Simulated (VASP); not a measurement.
# B2C (I4_1/amd) in VASP: band structure with PBE

Aim: the band structure of B2C with PBE.

All numbers are computed with VASP 6.6.1; they aren't measurements. Logs are shortened: lines on timing, memory, paths and dates and some standing lists are left out, and cuts for length are marked.

## 1. The crystal as given

Symmetry: I4_1/amd, No. 141, tetragonal system. Conventional cell: a = 2.739 Å, b = 2.739 Å, c = 11.774 Å, α = 90.00°, β = 90.00°, γ = 90.00°. B (site symmetry 2mm) has 2 C at 1.57 Å as nearest neighbours. C (site symmetry -4m2) is surrounded by 4 B at 1.57 Å.

The cell was built by a generator and needn't be a form met in nature.

## 2. Band structure, PBE

Input file INCAR:

```
  PREC = Accurate
  ENCUT = 520
  EDIFF = 1E-7
  ISMEAR = 0
  SIGMA = 0.1
  LREAL = False
  LASPH = True
  NELM = 100
  ALGO = Normal
  ISIF = 2
  LWAVE = False
  LCHARG = False
  GGA = PE
  KPAR = 2
```

Input file KPOINTS:

```
regular mesh
0
Gamma
  16 16 16
```

Input file POSCAR:

```
B2C
1.0
   -1.3694700000      1.3694700000      5.8872300000
    1.3694700000     -1.3694700000      5.8872300000
    1.3694700000      1.3694700000     -5.8872300000
B C
4 2
Direct
    0.4350880000      0.9350880000      0.5000000000
    0.0649120000      0.5649120000      0.5000000000
    0.3149120000      0.3149120000      0.0000000000
    0.6850880000      0.6850880000      0.0000000000
    0.0000000000      0.0000000000      0.0000000000
    0.7500000000      0.2500000000      0.5000000000
```

Input file KPOINTS_OPT:

```
path GXYSGZS1NPY1Z,XP
15
line-mode
reciprocal
 0.0000000000  0.0000000000  0.0000000000  G
 0.0000000000  0.0000000000  0.5000000000  X

 0.0000000000  0.0000000000  0.5000000000  X
-0.0270553430  0.0270553430  0.5000000000  Y

-0.0270553430  0.0270553430  0.5000000000  Y
-0.2635276715  0.2635276715  0.2635276715  S

-0.2635276715  0.2635276715  0.2635276715  S
 0.0000000000  0.0000000000  0.0000000000  G

 0.0000000000  0.0000000000  0.0000000000  G
 0.5000000000  0.5000000000 -0.5000000000  Z

 0.5000000000  0.5000000000 -0.5000000000  Z
 0.2635276715  0.7364723285 -0.2635276715  S1

 0.2635276715  0.7364723285 -0.2635276715  S1
 0.0000000000  0.5000000000  0.0000000000  N

 0.0000000000  0.5000000000  0.0000000000  N
 0.2500000000  0.2500000000  0.2500000000  P

 0.2500000000  0.2500000000  0.2500000000  P
 0.5000000000  0.5000000000 -0.0270553430  Y1

 0.5000000000  0.5000000000 -0.0270553430  Y1
 0.5000000000  0.5000000000 -0.5000000000  Z

 0.0000000000  0.0000000000  0.5000000000  X
 0.2500000000  0.2500000000  0.2500000000  P
```

Potentials or basis: VASP PAW PBE potentials, release 64 (B, C).

On the command line:

```sh
> cat potpaw_PBE.64/B/POTCAR potpaw_PBE.64/C/POTCAR > POTCAR
> mpirun -np 2 vasp_std > vasp.out
```

OUTCAR:

```text
PREC = Accurate
   ENCUT = 520
   EDIFF = 1E-7
   ISMEAR = 0
   LREAL = False
   LASPH = True
   NELM = 100
   ISIF = 2
   GGA = PE

 ion  position               nearest neighbor table
   1  0.435  0.935  0.500-   5 1.57   5 1.57   3 1.97   3 1.97
   2  0.065  0.565  0.500-   5 1.57   5 1.57   4 1.97   4 1.97
   3  0.315  0.315  0.000-   6 1.57   6 1.57   1 1.97   1 1.97
   4  0.685  0.685  0.000-   6 1.57   6 1.57   2 1.97   2 1.97
   5  0.000  0.000  0.000-   2 1.57   1 1.57   2 1.57   1 1.57
   6  0.750  0.250  0.500-   3 1.57   4 1.57   3 1.57   4 1.57

  LATTYP: Found a body centered tetragonal cell.
 ALAT       =     2.7389400000
 C/A-ratio  =     4.2989112576

  Lattice vectors:

 A1 = (  -1.3694700000,   1.3694700000,   5.8872300000)
 A2 = (   1.3694700000,  -1.3694700000,   5.8872300000)
 A3 = (   1.3694700000,   1.3694700000,  -5.8872300000)

Analysis of symmetry for initial positions (statically):
=====================================================================
 Subroutine PRICEL returns:
 Original cell was already a primitive cell.

 Routine SETGRP: Setting up the symmetry group for a
 body centered tetragonal supercell.

 Subroutine GETGRP returns: Found 16 space group operations
 (whereof  8 operations were pure point group operations)
 out of a pool of 16 trial point group operations.

The static configuration has the point symmetry D_2d.
 The point group associated with its full space group is D_4h.

Analysis of symmetry for dynamics (positions and initial velocities):
=====================================================================
 Subroutine PRICEL returns:
 Original cell was already a primitive cell.

 Routine SETGRP: Setting up the symmetry group for a
 body centered tetragonal supercell.

 Subroutine GETGRP returns: Found 16 space group operations
 (whereof  8 operations were pure point group operations)
 out of a pool of 16 trial point group operations.

The dynamic configuration has the point symmetry D_2d.
 The point group associated with its full space group is D_4h.

 Subroutine INISYM returns: Found 16 space group operations
 (whereof  8 operations are pure point group operations),
 and found     1 'primitive' translations

----------------------------------------------------------------------------------------

                                     Primitive cell

  volume of cell :      44.1648

  direct lattice vectors                    reciprocal lattice vectors
    -1.369470000  1.369470000  5.887230000     0.000000000  0.365104749  0.084929585
     1.369470000 -1.369470000  5.887230000     0.365104749  0.000000000  0.084929585
     1.369470000  1.369470000 -5.887230000     0.365104749  0.365104749  0.000000000

  length of vectors
     6.197610284  6.197610284  6.197610284     0.374852653  0.374852653  0.516336087

  position of ions in fractional coordinates (direct lattice)
     0.435088000  0.935088000  0.500000000
     0.064912000  0.564912000  0.500000000
     0.314912000  0.314912000  0.000000000
     0.685088000  0.685088000  0.000000000
     0.000000000  0.000000000  0.000000000
     0.750000000  0.250000000  0.500000000

  ion indices of the primitive-cell ions
   primitive index   ion index
                 1           1
                 2           2
                 3           3
                 4           4
                 5           5
                 6           6

----------------------------------------------------------------------------------------

 KPOINTS: regular mesh

Automatic generation of k-mesh.
 Grid dimensions read from file:
 generate k-points for:   16   16   16

 Generating k-lattice:

  Cartesian coordinates                     Fractional coordinates (reciprocal lattice)
     0.000000000  0.022819047  0.005308099     0.062500000  0.000000000 -0.000000000
     0.022819047  0.000000000  0.005308099     0.000000000  0.062500000 -0.000000000
     0.022819047  0.022819047  0.000000000     0.000000000  0.000000000  0.062500000

  Length of vectors
     0.023428291  0.023428291  0.032271005

  Shift w.r.t. Gamma in fractional coordinates (k-lattice)
     0.000000000  0.000000000  0.000000000

 Subroutine IBZKPT returns following result:
 ===========================================

 Found    349 irreducible k-points:

 Following reciprocal coordinates:
            Coordinates               Weight
  0.000000  0.000000  0.000000      1.000000
  0.062500  0.000000  0.000000      8.000000
  0.125000  0.000000  0.000000      8.000000
  0.187500  0.000000  0.000000      8.000000
  0.250000  0.000000  0.000000      8.000000
  0.312500 -0.000000  0.000000      8.000000
[... 16 lines left out ...]
 -0.125000  0.062500  0.000000     16.000000
 -0.062500  0.062500  0.000000      4.000000
 [... further k-points ...]
   k-points           NKPTS =    349   k-points in BZ     NKDIM =    349   number of bands    NBANDS=     14
   number of dos      NEDOS =    301   number of ions     NIONS =      6
   total plane-waves  NPLWV = 110592
   dimension x,y,z NGX =    48 NGY =   48 NGZ =   48
   dimension x,y,z NGXF=    96 NGYF=   96 NGZF=   96
   ions per type =               4   2
   NGX,Y,Z   is equivalent  to a cutoff of  12.88, 12.88, 12.88 a.u.
   NGXF,Y,Z  is equivalent  to a cutoff of  25.75, 25.75, 25.75 a.u.
 SYSTEM =  unknown system
   PREC   = accura    normal or accurate (medium, high low for compatibility)
   ISTART =      0    job   : 0-new  1-cont  2-samecut
   ICHARG =      2    charge: 1-file 2-atom 10-const
   ISPIN  =      1    spin polarized calculation?
   LNONCOLLINEAR =      F non collinear calculations
   LSORBIT =      F    spin-orbit coupling
   LASPH  =      T    aspherical Exc in radial PAW
   ENCUT  =  520.0 eV  38.22 Ry    6.18 a.u.  11.52 11.52 11.52*2*pi/ulx,y,z
   NELM   =    100;   NELMIN=  2; NELMDL= -5     # of ELM steps
   EDIFF  = 0.1E-06   stopping-criterion for ELM
   LREAL  =      F    real-space projection
   EDIFFG = 0.1E-05   stopping-criterion for IOM
   NSW    =      0    number of steps for IOM
   IBRION =     -1    ionic relax: 0-MD 1-quasi-New 2-CG
   NFREE  =      0    steps in history (QN), initial steepest desc. (CG)
   ISIF   =      2    stress and relaxation
   ISYM   =      2    0-nonsym 1-usesym 2-fastsym
   POTIM  = 0.5000    time-step for ionic-motion
   TEBEG  =    0.0;   TEEND  =   0.0 temperature during run
   PSTRESS=    0.0 pullay stress
   NELECT =      20.0000    total number of electrons
   NUPDOWN=      -1.0000    fix difference up-down
   EMIN   =  10.00;   EMAX   =-10.00  energy-range for DOS
   EFERMI =   0.00;   METHOD = LEGACY
   ISMEAR =     0;   SIGMA  =   0.10  broadening in eV -4-tet -1-fermi 0-gaus
   EFERMI_NEDOS =   21; number of points for ismear=-14 and -15
   IALGO  =     38    algorithm
   IMIX   =      4    mixing-type and parameters
     AMIX     =   0.40;   BMIX     =  1.00
     AMIX_MAG =   1.60;   BMIX_MAG =  1.00
  volume/ion in A,a.u.               =       7.36        49.67
  Fermi-wavevector in a.u.,A,eV,Ry     =   1.257167  2.375700 21.503569  1.580468
  Thomas-Fermi vector in A             =   2.390839
   LORBIT       =      0    0 simple, 1 ext, 2 COOP (PROOUT), +10 PAW based schemes
   GGA     = PE    functional components
   LHFCALC =     F    Hartree Fock is set to
   AEXX    =    0.0000 exact exchange contribution
   IVDW    =     0    specifies the selected vdW correction
   LEPSILON=     F    determine dielectric tensor
   LRPA    =     F    only Hartree local field effects (RPA)
 non-spin polarized calculation
 Gauss-broadening in eV      SIGMA  =   0.10
  energy-cutoff  :      520.00
  volume of cell :       44.16
 maximum number of plane-waves:      1205
 NGX is ok and might be reduce to    48
   NGX = 23   NGY = 23   NGZ = 23

 number of electron      20.0000000 magnetization

 Free energy of the ion-electron system (eV)
  ---------------------------------------------------
  ext. energy  EPLUGINS =         0.00000000
  ---------------------------------------------------
  free energy    TOTEN  =       -43.28654422 eV

  energy without entropy =      -43.28011349  energy(sigma->0) =      -43.28332885

 E-fermi :   5.4371     XC(G=0): -11.7230

 val. band max:        5.4370503809   @ k =  -0.3125  -0.3125   0.2500
 cond. band min:       5.4378505973   @ k =   0.3750   0.0625   0.0000
 fundamental gap:      0.0008002164
 Fermi energy:         5.4370543375

 k-point     1 :       0.0000    0.0000    0.0000
  band No.  band energies     occupation
      1     -10.5200      2.00000
      2      -8.7294      2.00000
      3      -4.6624      2.00000
      4       2.1175      2.00000
      5       2.2136      2.00000
      6       2.2136      2.00000
      7       2.5503      2.00000
      8       2.5503      2.00000
      9       3.0056      2.00000
     10       8.9776      0.00000
     11      10.1261      0.00000
     12      10.1261      0.00000
     13      11.0434      0.00000
     14      11.9875      0.00000

 k-point     2 :       0.0625    0.0000    0.0000
  band No.  band energies     occupation
      1     -10.4600      2.00000
      2      -8.6853      2.00000
      3      -4.5881      2.00000
      4       1.5904      2.00000
      5       2.2080      2.00000
      6       2.2443      2.00000
      7       2.3936      2.00000
      8       2.6007      2.00000
      9       3.1525      2.00000
     10       8.6877      0.00000
     11       9.6794      0.00000
     12      10.0885      0.00000
     13      11.4452      0.00000
     14      12.1592      0.00000
[... 343 lines left out ...]
      1     -10.2321      2.00000
      2      -8.4798      2.00000
      3      -4.3459      2.00000
      4       0.7865      2.00000
      5       1.4119      2.00000
      6       1.9528      2.00000
      7       2.3678      2.00000
      8       2.7650      2.00000
      9       3.2903      2.00000
     10       7.8210      0.00000
     11       8.8409      0.00000
     12       9.6535      0.00000
     13      12.4856      0.00000
     14      12.7267      0.00000

 k-point    24 :      -0.0625    0.0625    0.0000
  band No.  band energies     occupation
      1     -10.4056      2.00000
      2      -8.6259      2.00000
      3      -4.5409      2.00000
      4       1.4978      2.00000
      5       1.9766      2.00000
      6       2.2373      2.00000
      7       2.2384      2.00000
      8       2.6883      2.00000
      9       3.0906      2.00000
     10       8.4641      0.00000
     11       9.5904      0.00000
     12       9.7780      0.00000
     13      11.8186      0.00000
     14      12.3960      0.00000

 [... further k-points ...]

------------------------ aborting loop because EDIFF is reached ----------------------------------------

  FORCE on cell =-STRESS in cart. coord.  units (eV):
  Direction    XX          YY          ZZ          XY          YZ          ZX
  --------------------------------------------------------------------------------------
  -------------------------------------------------------------------------------------
  Total        0.0076946      0.0076946      0.0058772      0.0000000      0.0000000      0.0000000
  in kB        0.2791374      0.2791374      0.2132071      0.0000000      0.0000000      0.0000000
  external PRESSURE =       0.2571606 kB  Pullay stress =       0.0000000 kB

 VOLUME and BASIS-vectors are now :
 -----------------------------------------------------------------------------
  energy-cutoff  :      520.00
  volume of cell :       44.16
      direct lattice vectors                 reciprocal lattice vectors
    -1.369470000  1.369470000  5.887230000     0.000000000  0.365104749  0.084929585
     1.369470000 -1.369470000  5.887230000     0.365104749  0.000000000  0.084929585
     1.369470000  1.369470000 -5.887230000     0.365104749  0.365104749  0.000000000

 POSITION                                       TOTAL-FORCE (eV/Angst)
 -----------------------------------------------------------------------------------
      1.36947     -0.00000      5.12293        -0.000000     -0.000000      0.003227
      1.36947      0.00000      0.76430        -0.000000     -0.000000     -0.003227
      0.00000      0.00000      3.70792        -0.000000     -0.000000     -0.003227
      0.00000      0.00000      8.06654        -0.000000     -0.000000      0.003227
      0.00000      0.00000      0.00000         0.000000      0.000000      0.000000
     -0.00000      1.36947      2.94361         0.000000      0.000000      0.000000
 -----------------------------------------------------------------------------------
    total drift:                               -0.000000     -0.000000     -0.000000

  FREE ENERGIE OF THE ION-ELECTRON SYSTEM (eV)
  ---------------------------------------------------
  free  energy   TOTEN  =       -43.2865442196 eV

  energy  without entropy=      -43.2801134895  energy(sigma->0) =      -43.28332885
```

Wall time 5.6 min (2 MPI ranks of Intel Xeon Platinum 8488C (Sapphire Rapids), shared host); peak memory 0.5 GiB.

Results:

| Property | Result |
| --- | --- |
| Free energy | -43.2865 eV |
| Pressure | 0.0 GPa |
| Largest force | 0.003 eV/Å |
| Band gap along the path | none (metal or under the smearing width) |

Forces on the atoms (eV/Å):
```
B    0.000  0.000  0.003
B    0.000  0.000 -0.003
B    0.000  0.000 -0.003
B    0.000  0.000  0.003
C    0.000  0.000  0.000
C    0.000  0.000  0.000
```

Levels at the corners of the path, in eV from the Fermi level:
```
point  band 7  band 8  band 9  band 10  band 11  band 12  band 13  band 14
    Γ   -2.89   -2.89   -2.43     3.54     4.69     4.69     5.61     6.55
    X   -4.01   -4.01   -3.72    -3.72    -1.60    -1.60     5.35     5.35
    X   -4.01   -4.01   -3.72    -3.72    -1.60    -1.60     5.35     5.35
    Y   -3.97   -3.97   -3.66    -3.66    -1.64    -1.64     5.43     5.43
    Y   -3.97   -3.97   -3.66    -3.66    -1.64    -1.64     5.43     5.43
    S   -3.95   -1.88   -1.69     0.60     0.75     3.60     8.25     8.44
    S   -3.95   -1.88   -1.69     0.60     0.75     3.60     8.25     8.44
    Γ   -2.89   -2.89   -2.43     3.54     4.69     4.69     5.61     6.55
    Γ   -2.89   -2.89   -2.43     3.54     4.69     4.69     5.61     6.55
    Z   -2.35   -2.35    1.51     1.51     3.88     3.88     6.11     6.11
    Z   -2.35   -2.35    1.51     1.51     3.88     3.88     6.11     6.11
   S1   -3.95   -1.88   -1.69     0.60     0.75     3.60     8.25     8.44
   S1   -3.95   -1.88   -1.69     0.60     0.75     3.60     8.25     8.44
    N   -2.78   -1.82   -1.73    -0.39     1.16     3.57     8.46     8.47
    N   -2.78   -1.82   -1.73    -0.39     1.16     3.57     8.47     8.47
    P   -4.21   -4.21   -3.48    -3.48    -1.67    -1.67     5.48     5.48
    P   -4.21   -4.21   -3.48    -3.48    -1.67    -1.67     5.48     5.48
   Y1   -3.97   -3.97   -3.66    -3.66    -1.64    -1.64     5.43     5.43
   Y1   -3.97   -3.97   -3.66    -3.66    -1.64    -1.64     5.43     5.43
    Z   -2.35   -2.35    1.51     1.51     3.88     3.88     6.11     6.11
    X   -4.01   -4.01   -3.72    -3.72    -1.60    -1.60     5.35     5.35
    P   -4.21   -4.21   -3.48    -3.48    -1.67    -1.67     5.48     5.48
```
